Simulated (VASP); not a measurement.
Consider the following.

```xyz
2
Lattice="0.0000 2.8300 2.8300 2.8300 0.0000 2.8300 2.8300 2.8300 0.0000" Properties=species:S:1:pos:R:3 pbc="T T T"
Al     0.0000     0.0000     0.0000
As     1.4150     1.4150     1.4150
```

Computed with PBE GGA, VASP's PBE PAW potentials (set 64) (plane waves; VASP 6.6.1). Numerical set-up: 400 eV cut-off, 7×7×7 Γ-centred mesh, Gaussian smearing of 0.050 eV, potentials Al As.

Problem. What does the run give for the energy per atom (σ→0), pressure?

Solution. 
| Quantity | Value |
|---|---|
| energy per atom (σ→0) | -4.685 eV/atom |
| pressure | 2.80 GPa |

Only differences to runs with the same potentials and settings are physical.

The compound is AlAs in the zinc blende structure. The cell was not relaxed at this level.
